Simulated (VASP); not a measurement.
VASP runs on BeS (zinc blende) share one base input (PBE GGA, plane waves, VASP's PBE PAW potentials (set 64)) and change the settings named in each case.

### INCAR
```
! general
SYSTEM=BeS
PREC  =Accurate
ENCUT =400
LREAL =.False.
LASPH =.True.

! electronic loop
EDIFF =1E-6
NELM  =100
ALGO  =Normal

! smearing
ISMEAR=0
SIGMA =0.05

! functional
GGA   =PE

! ions
ISIF  =2

! output
LWAVE =.False.
LCHARG=.False.
```

File KPOINTS:
```
Automatic
0
Gamma
  8 8 8
```

### POSCAR
```
BeS
1
    0.0000000000     2.4837000000     2.4837000000
    2.4837000000     0.0000000000     2.4837000000
    2.4837000000     2.4837000000     0.0000000000
Be S
1 1
Direct
  0.0000000000   0.0000000000   0.0000000000
  0.2500000000   0.2500000000   0.2500000000
```

POTCAR, in this order: Be S (PBE.64 set). Program: vasp_std.

```csv
change,E(σ→0) (eV/atom),pressure (GPa),gap on the mesh (eV),plane waves
base run,-4.9937,-4.62,3.26,568
ENCUT = 225,-4.9799,-7.22,3.29,259
ENCUT = 275,-4.9902,-5.17,3.27,332
ENCUT = 450,-4.9941,-4.65,3.26,684
ENCUT = 500,-4.9943,-4.64,3.26,791
ENCUT = 550,-4.9944,-4.62,3.26,934
ENCUT = 625,-4.9945,-4.60,3.26,1106
ENCUT = 800,-4.9946,-4.62,3.26,1591
```

Left out are runs that ran out of time, are held back, or changed the cell or the kind of run, fixed moments of cells without a moment, rows past the twelfth, gaps on odd meshes, pressures of charged cells and columns that move by less than the noise.

The compound is BeS in the zinc blende structure. The cell was not relaxed at this level.
